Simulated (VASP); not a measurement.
Here is the system:

```
TiC
1.0
    0.00000     2.15947     2.15947
    2.15947     0.00000     2.15947
    2.15947     2.15947     0.00000
Ti C
1 1
Direct
  0.00000   0.00000   0.00000
  0.50000   0.50000   0.50000
```

Calculation: rev-vdW-DF2, VASP's PBE PAW potentials (set 64) (plane waves; VASP). Numerical set-up: 520 eV cut-off, 16×16×16 Γ-centred mesh, tetrahedra with Blöchl corrections, potentials Ti_sv C.

Q: Predict the energy per atom (σ→0), band gap (on the k-mesh) with the smallest direct gap where there is one.

A: 
| Item | Result |
|---|---|
| band gap (on the k-mesh) | none (metal, semimetal or under 0.01 eV) |
| energy per atom (σ→0) | -7.726 eV/atom |

The absolute energy has meaning only against runs of the same code, potentials and settings.

The compound is TiC in the rock salt structure. It was relaxed first.
